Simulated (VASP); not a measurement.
Method: PW91 GGA, VASP's PBE PAW potentials (set 64) (plane waves; VASP 6.6.1).

VASP input:

INCAR:
```
LWAVE = .False.
ALGO = Normal
LREAL = .False.   # projection in real space or not
ISIF = 2   # forces and stress, cell fixed
SIGMA = 0.05   # width (eV)
ENCUT = 520   # plane-wave cut-off (eV)
NELM = 100   # most electronic steps
PREC = Accurate
GGA = 91   # PW91
LCHARG = .False.
EDIFF = 1E-6
SYSTEM = LiH
LASPH = .True.
ISMEAR = 0
```

### KPOINTS
```
kpoints
0
gamma
 10 10 10
0 0 0
```

**POSCAR**
```
LiH
2.9426960
  0.0000000000   0.7071066804   0.7071066804
  0.7071066804   0.0000000000   0.7071066804
  0.7071066804   0.7071066804   0.0000000000
Li H
1 1
Cartesian
  0.0000000000   0.0000000000   0.0000000000
  0.7071066804   0.7071066804   0.7071066804
```

POTCAR, in this order: Li_sv H (PBE.64 set). Program: vasp_std.

Output

File OUTCAR:
```
 ion  position               nearest neighbor table
   1  0.000  0.000  0.000-
   2  0.500  0.500  0.500-
  LATTYP: Found a face centered cubic cell.
 ALAT       =     4.1616000000
 Subroutine PRICEL returns:
 Original cell was already a primitive cell.
 Subroutine GETGRP returns: Found 48 space group operations
The static configuration has the point symmetry O_h .
The dynamic configuration has the point symmetry O_h .
 Subroutine INISYM returns: Found 48 space group operations
 Subroutine IBZKPT returns following result:
 Found     47 irreducible k-points:

 Following reciprocal coordinates:
            Coordinates               Weight
  0.000000  0.000000  0.000000      1.000000
  0.100000  0.000000  0.000000      8.000000
  0.200000  0.000000  0.000000      8.000000
  0.300000  0.000000  0.000000      8.000000
  0.400000  0.000000  0.000000      8.000000
  0.500000  0.000000  0.000000      4.000000
  0.100000  0.100000  0.000000      6.000000
  0.200000  0.100000  0.000000     24.000000
  0.300000  0.100000  0.000000     24.000000
...
```

### OSZICAR
```
       N       E                     dE             d eps       ncg     rms          rms(c)
DAV:   1    -0.815247420474E+00   -0.81525E+00   -0.14343E+03   576   0.593E+02
DAV:   2    -0.627375705529E+01   -0.54585E+01   -0.51909E+01   798   0.710E+01
DAV:   3    -0.640919159397E+01   -0.13543E+00   -0.13543E+00   708   0.102E+01
DAV:   4    -0.641027437156E+01   -0.10828E-02   -0.10828E-02   744   0.877E-01
DAV:   5    -0.641028382882E+01   -0.94573E-05   -0.94573E-05   720   0.563E-02    0.288E+00
DAV:   6    -0.621642502902E+01    0.19386E+00   -0.18090E-01   630   0.183E+00    0.142E+00
DAV:   7    -0.615527167259E+01    0.61153E-01   -0.22516E-01   696   0.230E+00    0.229E-01
DAV:   8    -0.615736149905E+01   -0.20898E-02   -0.61971E-03   654   0.680E-01    0.495E-02
DAV:   9    -0.615729212864E+01    0.69370E-04   -0.29256E-04   798   0.944E-02    0.112E-02
DAV:  10    -0.615729172377E+01    0.40487E-06   -0.93268E-06   630   0.292E-02
   1 F= -.61572917E+01 E0= -.61572917E+01  d E =-.108317E-13
```

OUTCAR:
```
------------------------ aborting loop because EDIFF is reached ----------------------------------------
  FORCE on cell =-STRESS in cart. coord.  units (eV):
  Direction    XX          YY          ZZ          XY          YZ          ZX
  --------------------------------------------------------------------------------------
  Total       -0.4009602     -0.4009602     -0.4009602      0.0000000      0.0000000      0.0000000
  in kB      -35.6525672    -35.6525672    -35.6525672      0.0000000      0.0000000      0.0000000
  external PRESSURE =     -35.6525672 kB  Pullay stress =       0.0000000 kB
  volume of cell :       18.02
      direct lattice vectors                 reciprocal lattice vectors
     0.000000000  2.080800000  2.080800000    -0.240292195  0.240292195  0.240292195
     2.080800000  0.000000000  2.080800000     0.240292195 -0.240292195  0.240292195
     2.080800000  2.080800000  0.000000000     0.240292195  0.240292195 -0.240292195
  FREE ENERGIE OF THE ION-ELECTRON SYSTEM (eV)
  ---------------------------------------------------
  free  energy   TOTEN  =        -6.1572917238 eV

  energy  without entropy=       -6.1572917238  energy(sigma->0) =       -6.15729172
```
(Selected blocks of OUTCAR.)

OUTCAR:
```
 val. band max:       -0.4634633832   @ k =   0.5000   0.5000   0.0000

 cond. band min:       2.6466806756   @ k =   0.5000   0.5000   0.0000


 Fermi energy:        -0.2248262874

 k-point     1 :       0.0000    0.0000    0.0000
  band No.  band energies     occupation
      1     -44.9818      2.00000
      2      -5.4571      2.00000
      3      14.2681      0.00000
      4      16.4063      0.00000
      5      16.4063      0.00000
      6      16.4063      0.00000

 k-point     2 :       0.1000    0.0000    0.0000
  band No.  band energies     occupation
      1     -44.9788      2.00000
      2      -5.2868      2.00000
      3      13.0795      0.00000
      4      15.3657      0.00000
      5      16.0545      0.00000
      6      16.0545      0.00000

 k-point     3 :       0.2000    0.0000    0.0000
  band No.  band energies     occupation
      1     -44.9713      2.00000
      2      -4.7912      2.00000
      3      10.2098      0.00000
      4      14.1117      0.00000
      5      15.4829      0.00000
      6      15.4830      0.00000

 k-point     4 :       0.3000    0.0000    0.0000
  band No.  band energies     occupation
      1     -44.9622      2.00000
      2      -4.0288      2.00000
      3       7.3192      0.00000
      4      13.1509      0.00000
      5      15.1362      0.00000
      6      15.1362      0.00000

 k-point     5 :       0.4000    0.0000    0.0000
  band No.  band energies     occupation
      1     -44.9548      2.00000
      2      -3.1906      2.00000
      3       5.1283      0.00000
      4      12.5316      0.00000
      5      15.0865      0.00000
      6      15.0865      0.00000

 k-point     6 :       0.5000    0.0000    0.0000
  band No.  band energies     occupation
      1     -44.9519      2.00000
      2      -2.7694      2.00000
      3       4.2478      0.00000
      4      12.3182      0.00000
      5      15.1452      0.00000
      6      15.1452      0.00000
...
```

The compound is LiH in the rock salt structure. The cell was not relaxed at this level. The run is one of a series of settings (GGA = 91 against the base run), some of them coarse on purpose.
